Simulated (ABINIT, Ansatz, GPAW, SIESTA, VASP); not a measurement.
**GaSb3: programs and potentials compared**

```
Sb Ga
1.0
     0.00000    3.73060    3.73060
     3.73060    0.00000    3.73060
     3.73060    3.73060    0.00000
Sb Ga
3 1
Direct
  0.50000 0.50000 0.50000
  0.75000 0.75000 0.75000
  0.25000 0.25000 0.25000
  0.00000 0.00000 0.00000
```

The cell comes from a database or a generator and needn't be the stable form of this composition.

Alike in all runs: task single point; functional PBEsol; k mesh 6 × 6 × 6; occupations fermi-dirac, width 0.05 eV; no spin polarisation; no spin-orbit coupling. A missing gap at this level doesn't show that the real crystal is a metal. Pressure is positive in compression and, in plane waves, holds the error of the finite cutoff.

```tsv
program and potentials	plane-wave cutoff (eV)	notes	band gap (eV)	pressure (GPa)
GPAW, PAW data sets generated for this functional	600	12 valence electrons an atom on average	?	?
ABINIT, PseudoDojo NC SR PBEsol v0.4.1 standard	1088	14.5 valence electrons an atom on average	no gap	-3.46
SIESTA, files PseudoDojo sr-pbesol-0.4.1-standard, DZP (energy shift 0.003 Ry; two zetas on semicore shells)	-	atomic basis; 14.5 valence electrons an atom on average	no gap	-2.07
VASP, PBE PAW files Ga_d, Sb, 520 eV	520	potentials made for PBE; 7 valence electrons an atom on average	no gap	-3.45
Ansatz, all-electron LAPW, scalar-relativistic	-	-	no gap	-3.43
```

Task: Estimate from the other rows what the run with GPAW, PAW data sets generated for this functional gave.

Result: No band gap; pressure -3.76 GPa. The other rows, which needn't bracket it: pressure -3.46 to -2.07.
